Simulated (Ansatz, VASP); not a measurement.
**CoSi2 in two plane-wave programs**

Aim: how closely do two programs agree when they are given the same cell, functional and k mesh? The cell is a member of a volume series, scaled by 0.96 from a relaxed one, so a pressure remains.

Main program and level: Ansatz 0.2.0; plane waves, with VASP 6.6.1 beside it; zone-centre phonons at LDA.

## Step 1: Set-up

The structure is cubic, space group Fm-3m (No. 225). Conventional cell: a = 5.204 Å, b = 5.204 Å, c = 5.204 Å, α = 90.00°, β = 90.00°, γ = 90.00°. Co has 8 Si at 2.25 Å nearest. Nearest to Si lie 4 Co at 2.25 Å. Farther neighbours are not listed.

Structure file:

```cif
data_structure
_symmetry_space_group_name_H-M 'P 1'
_symmetry_Int_Tables_number 1
_cell_length_a 3.6799
_cell_length_b 3.6799
_cell_length_c 3.6799
_cell_angle_alpha 60.000
_cell_angle_beta 60.000
_cell_angle_gamma 60.000
_cell_volume 35.24
loop_
_atom_site_label
_atom_site_type_symbol
_atom_site_fract_x
_atom_site_fract_y
_atom_site_fract_z
_atom_site_occupancy
Co1 Co 0.00000 0.00000 0.00000 1
Si2 Si 0.25000 0.25000 0.25000 1
Si3 Si 0.75000 0.75000 0.75000 1
```

## Step 2: Ansatz: zone-centre phonons, LDA, volume scaled by 0.96

Ansatz runs on its default PAW (the set named soft_2) files.

Second derivatives magnify differences that forces hide, and they need a tight electronic threshold.

Contents of input.yaml:

```yaml
crystal:
  lattice:
    - [0.0, 2.6020975624, 2.6020975624]
    - [2.6020975624, 0.0, 2.6020975624]
    - [2.6020975624, 2.6020975624, 0.0]
  atoms:
    - { symbol: Co, position: [0.0, 0.0, 0.0] }
    - { symbol: Si, position: [0.25, 0.25, 0.25] }
    - { symbol: Si, position: [0.75, 0.75, 0.75] }
hamiltonian:
  xc: lda
  pseudopotentials: { kind: paw }
magnetization:
  spin_polarized: true
kpoints:
  mp_grid: { grid: [14, 14, 14] }
scf:
  occupations: { method: gaussian, width: 0.05 }
phonons:
  method: dfpt
  qpoints: [[0, 0, 0]]
```

On the command line:

```
> ansatz run input.yaml --threads 4 --pin off --max-ram 9216MiB --backend cpu --events-out ev --progress --plain --runs-dir out
```

Numbers of over 12 decimals in the logs are rounded to 6 here.

Output:

```text
band count auto-derived: 18 (N_el = 25.0; filled up to band 13; 17 by the electrons, moments and atoms)
zone centre: on kpoints.mp_grid the ground state, and the responses unless they are solved on pairs of k-points, stand on 244 of the mesh's 2744 k-points, reduced under 8 symmetry operations, with k and −k counted as one. Each operation leaves every solved displacement unchanged or reverses it
Engine: ansatz 0.2.0, aarch64-unknown-linux-gnu
Pseudopotentials: kind: paw
Pseudopotential: Co, paw, valence charge 17, recommended cutoff 420 eV (normal), Co.paw.azcp
Pseudopotential: Si, paw, valence charge 4, recommended cutoff 420 eV (normal), Si.paw.azcp
Functional definition: SPW92
  exchange = slater_x
  correlation = pw_c
Crystal: 3 atoms, lattice volume = 35.237 Å³
Basis set: ecut = 420 eV, 701 PW (Γ), exchange–correlation on 50×50×50 points (8 copies of the dense FFT grid, shifted against one another)
Bands: 18, of which v1, the nominal top of the filled ones, is band 13 counted from 1 (12 counted from 0)
Symmetry: 48 space group operations
Space group: Fm-3m (ITA 225), of the structure as read, at distance tolerance 3.3e-5 Å
k-points: 104 of 2744
Non-local potential: Co, projectors of the file, l = 0: 3, l = 1: 2, l = 2: 3, l = 3: 1
Non-local potential: Si, projectors of the file, l = 0: 2, l = 1: 2, l = 2: 2
PAW form: soft (Blöchl's): semilocal exchange-correlation on the pseudo side does not see the compensation charge
PAW frozen core: Co, regenerated for the run's functional, and the local potential with it (the file was generated under x = pbe(κ = 0.804, μ = 0.219515), c = pbe(β = 0.066725))
PAW frozen core: Si, regenerated for the run's functional, and the local potential with it (the file was generated under x = pbe(κ = 0.804, μ = 0.219515), c = pbe(β = 0.066725))
PAW one-centre angular grid: Co, 590 points (default); XC on 64 Gauss nodes
PAW one-centre angular grid: Si, 110 points (default); XC on 64 Gauss nodes
Initial density: superposition of atomic densities (chi_scale 0.1, normalization cell, long waves kept (reshape's long-wave potential 0.00 eV rms))
Initial wavefunctions: pseudopotential atomic-orbital guess
Functional: x = slater, c = lda
SCF 1 converged in 14 iterations: F = -6281.884543 eV  dr2 = 9.65e-8
  greatest PAW one-centre occupation: 1.001 electrons in one spin orbital (limit 2), on the Co atom at site 0 (counted from 0), in its partial waves of l = 1
the input gives no starting moments: this run first made a single point of its starting geometry. This run's own SCFs start from that state's density, with no starting moments from it. Of the state that the single point found these notices stand: stability_check_not_made.
k-points: 244 of 2744 (irreducible under 8 space group operations, time reversal used)
Initial density: read from a saved state, or passed on in memory by an earlier SCF of this step, an earlier step, the calling program or the single point that the run made first
iter 1 solved again at ethr=6.90e-7 eV; its pass at ethr=3.10e-3 eV (dr2=1.72e-4 eV) is discarded
SCF iter   1: F=—  HF=-6281.884541 eV  |F-HF|=—  |Δ(HF+E_count)|=         —  Δρ=6.31e-6 (↑6.31e-6 ↓6.31e-6)  dr2=9.72e-8  dr2_m=0.00e0  M=0.000 μB ∫|m|=0.000 μB  β_m=0.30  ethr=6.90e-7  ⟨swp⟩=3.0  Hψ=33104  notcnv=0
eigensolver tolerance schedule: the retry pair's looser diagonalisation over-reported the residual by 1773.41 of it (diagonalisation noise at 0.65 of the residual, at the tolerance the schedule requests for it); recorded, not acted on — ethr = c·dr2/N_el stays at c = 1.0e-1
preconditioner: auto → Kerker (q_TF=auto, 2.577 Å⁻¹)  [metal: Δε(μ)=0.019 eV  Ē_g=9.485 eV  σ=0.050 eV  W_gap=0.21  n_scr=14 (ndim 8)  ℏωp=25.8 eV  f_vac=0.000  D(μ)=1.44/eV (n_scr^D=14)]
spin=Collinear: Kerker preconditioning applied to the charge; magnetization (m = ρ↑ − ρ↓) channel mixes plain (no charge-response kernel on spin).
SCF iter   2: F=—  HF=-6281.884543 eV  |F-HF|=—  |Δ(HF+E_count)|=   2.33e-6  Δρ=5.58e-6 (↑5.58e-6 ↓5.58e-6)  dr2=7.74e-8  dr2_m=0.00e0  M=0.000 μB ∫|m|=0.000 μB  β_m=0.65  ethr=3.89e-10  ⟨swp⟩=2.1  Hψ=6252  notcnv=0
SCF iter   3: F=—  HF=-6281.884543 eV  |F-HF|=—  |Δ(HF+E_count)|=   1.59e-8  Δρ=1.78e-5 (↑1.78e-5 ↓1.78e-5)  dr2=2.84e-7  dr2_m=0.00e0  M=0.000 μB ∫|m|=0.000 μB  β_m=0.44  ethr=3.09e-10  ⟨swp⟩=2.2  Hψ=6134  notcnv=0  recentre
SCF iter   4: F=—  HF=-6281.884543 eV  |F-HF|=—  |Δ(HF+E_count)|=   2.90e-8  Δρ=3.10e-6 (↑3.10e-6 ↓3.10e-6)  dr2=1.07e-8  dr2_m=0.00e0  M=0.000 μB ∫|m|=0.000 μB  β_m=0.72  ethr=3.09e-10  ⟨swp⟩=2.1  Hψ=5709  notcnv=0
SCF iter   5: F=—  HF=-6281.884543 eV  |F-HF|=—  |Δ(HF+E_count)|=  6.46e-10  Δρ=6.44e-7 (↑6.44e-7 ↓6.44e-7)  dr2=4.07e-10  dr2_m=0.00e0  M=0.000 μB ∫|m|=0.000 μB  β_m=0.68  ethr=4.27e-11  ⟨swp⟩=1.0  Hψ=4416  notcnv=0
SCF iter   6: F=—  HF=-6281.884543 eV  |F-HF|=—  |Δ(HF+E_count)|=  2.18e-11  Δρ=3.95e-7 (↑3.95e-7 ↓3.95e-7)  dr2=1.14e-10  dr2_m=0.00e0  M=0.000 μB ∫|m|=0.000 μB  β_m=0.84  ethr=1.63e-12  ⟨swp⟩=2.4  Hψ=7335  notcnv=0
SCF iter   7: F=-6281.884543 eV  HF=-6281.884543 eV  |F-HF|=3.64e-12  |Δ(HF+E_count)|=  5.46e-12  Δρ=2.95e-8 (↑2.95e-8 ↓2.95e-8)  dr2=7.19e-13  dr2_m=0.00e0  M=0.000 μB ∫|m|=0.000 μB  ethr=1.00e-12  ⟨swp⟩=4.1  Hψ=17942  notcnv=0
SCF 2 converged in 7 iterations: F = -6281.884543 eV  dr2 = 7.19e-13
DFPT response loops at Γ: preconditioner auto → Kerker (q_TF=auto, 2.577 Å⁻¹) (partly filled bands, converged f_vac=0.000); β = 1.00, the filter's whole step (`scf.mixing.beta` (0.30) is not read by the response loops under this deck's `scf.mixing.preconditioner`; to damp them name `kerker` or `kerker_dos`, under which they read `scf.mixing.beta`, and type it under 1.00, their step now; both keys bind the ground state too); Broyden in place of MSR1
SCF converged after 7 iterations
Magnetization: 0.0000 μB (12.5000 up, 12.5000 down)
Absolute magnetization: 0.0000 μB (∫|ρ↑−ρ↓|)
Spin contamination: 0.0000 ħ² per cell (⟨S²⟩ above its minimum at these occupations)
Per-site moments (μB) at R_I (Å): [(0.0, 0.929562), (0.0, 0.929562), (0.0, 0.929562)]
Free energy (F): -6281.884543 eV
Harris-Foulkes:  -6281.884543 eV  (|F-HF|=3.64e-12)
Internal energy: -6281.882738 eV  (E = F + TS)
E sigma→0 (E₀):  -6281.883641 eV
Entropy (-TS):   -0.001805 eV (-0.602 meV/atom)
Fermi energy:    14.095281 eV
--- Per-component energies (eV) ---
  E_band       = -257.173510
  E_kinetic    = 555.635481
  E_local      = -4007.061536  (includes V_loc(G=0)·N_el)
  E_nonlocal   = 511.074679
  E_hartree    = 1746.560370
  E_xc         = -275.060128
  E_vxc        = -309.223797  (∫ρ·V_xc dr)
  E_paw        = -2427.502545  (= ΣΔE_a)
  E_vpaw       = -500.719104  (= ΣTr[D̂ρ^β])
  E_aug_tail   = 0.000048  (compensation charges beyond the density's cutoff)
  E_ewald      = -2386.116020
  E_core_change = 0.586912  (= ΣΔE_core)
  E_smearing   = -0.001805  (= −TS)
  E_closure    = 0.000000  (closes the sum)
  Σ components = -6281.884543   (vs F -6281.884543, Δ=0.00e0)
--- Band table (eV; the first three rows and the last of 488) ---
  k-point 0 ↑: bands = [... 9 lower, 11.8441, 15.5930, 17.5310, 17.5310, 17.5310, 17.8477, 17.8477, 17.8477, ... 1 higher]
  k-point 1 ↑: bands = [... 9 lower, 11.8179, 15.5583, 16.4116, 16.9964, 16.9964, 18.4321, 18.4321, 19.1074, ... 1 higher]
  k-point 2 ↑: bands = [... 9 lower, 11.7558, 14.6465, 16.3291, 16.3496, 16.3496, 18.8590, 18.8590, 19.5418, ... 1 higher]
  k-point 243 ↓: bands = [... 9 lower, 11.5950, 11.8098, 12.3770, 13.2554, 17.5042, 18.7311, 19.4736, 21.5503, ... 1 higher]
--- Phonons (Γ-DFPT): 2 representative perturbations + reference, on 244 of 2744 k-points (Σ response iterations 6) ---
  k mesh reduced under 8 symmetry operations, with k and −k counted as one. Each operation leaves every solved displacement unchanged or reverses it
  ASR residual: 4.360e-5 → 0.000e0 eV/Å²; symmetrization residual: 1.067e-6 eV/Å²
  ASR residual per site (eV/Å²): 4.36e-5 2.45e-5 2.45e-5
  Γ frequencies (cm⁻¹): 0.00 0.00 0.00 365.87 365.87 365.87 376.86 376.86 376.86
  non-analytic LO–TO correction: not included (Born effective charges unavailable; polar crystals: no LO–TO splitting at Γ)
--- Phonons (arbitrary-q DFPT): 1 explicit q-point ---
  q = [0, 0, 0] (of the zone-centre solve; hermiticity 1.42e-7, symmetrization 8.09e-14): -0.00 0.00 0.00 365.87 365.87 365.87 376.86 376.86 376.86
  sum rule: each row above includes the acoustic sum rule's correction from the zone centre's row sums; it moved no ω² by more than (0.49 cm⁻¹)²
```

Elapsed: 24 s, on 4 threads of Arm Neoverse V1, shared host; peak memory 1 GiB.

(Part 1 of 2 ends here.)

[Lines on the potential files, build, host, timing and source positions are cut from VASP's logs without a mark.]

[Logs are printed without paths, hosts, clocks, repeated set-up lines and the standing remarks that a program may print on its own settings, such as how far it seeks lower states.]

[Hosts, paths, dates, database ids (printed as entryN), source tags and the programs' standing remarks are cut or masked in the printed files.]
